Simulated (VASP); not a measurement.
OSZICAR of a VASP run on AlN (wurtzite):

File OSZICAR:
```
       N       E                     dE             d eps       ncg     rms          rms(c)
DAV:   1     0.413629828650E+02    0.41363E+02   -0.65764E+03  2280   0.966E+02
DAV:   2    -0.310955530956E+02   -0.72459E+02   -0.66663E+02  3376   0.194E+02
DAV:   3    -0.343936663192E+02   -0.32981E+01   -0.32825E+01  2980   0.453E+01
DAV:   4    -0.344183591687E+02   -0.24693E-01   -0.24688E-01  2612   0.466E+00
DAV:   5    -0.344187059607E+02   -0.34679E-03   -0.34678E-03  2900   0.555E-01    0.120E+01
RMM:   6    -0.297027154322E+02    0.47160E+01   -0.15165E+01  2280   0.253E+01    0.410E+00
RMM:   7    -0.297937489873E+02   -0.91034E-01   -0.15793E+00  2280   0.948E+00    0.296E+00
RMM:   8    -0.297892173464E+02    0.45316E-02   -0.14554E-01  2280   0.361E+00    0.538E-01
RMM:   9    -0.297819757148E+02    0.72416E-02   -0.24733E-02  2280   0.115E+00    0.322E-01
RMM:  10    -0.297819200944E+02    0.55620E-04   -0.77320E-03  2280   0.616E-01    0.176E-01
RMM:  11    -0.297824899745E+02   -0.56988E-03   -0.11528E-03  2288   0.276E-01    0.101E-01
RMM:  12    -0.297824161158E+02    0.73859E-04   -0.10631E-03  2280   0.195E-01    0.205E-02
RMM:  13    -0.297824256172E+02   -0.95013E-05   -0.10904E-04  2025   0.849E-02    0.746E-03
RMM:  14    -0.297824288978E+02   -0.32807E-05   -0.27127E-05  1689   0.347E-02
   1 F= -.29782429E+02 E0= -.29782429E+02  d E =-.297824E+02
```

### Question
Which electronic solver shows in the log?

### Answer
It is blocked Davidson (ALGO = Normal, or the opening steps of other solvers) and then RMM-DIIS (ALGO = Fast or VeryFast). The INCAR had ALGO = Fast.

### Question
Can the final energy be trusted as converged?

### Answer
Self-consistency was reached. It stopped with EDIFF = 1E-5, NELM = 100, NSW = 20 and EDIFFG = -0.03 after 1 ionic step (PBE GGA, plane waves, VASP's PBE PAW potentials (set 64)).

The compound is AlN in the wurtzite structure. It was relaxed first.
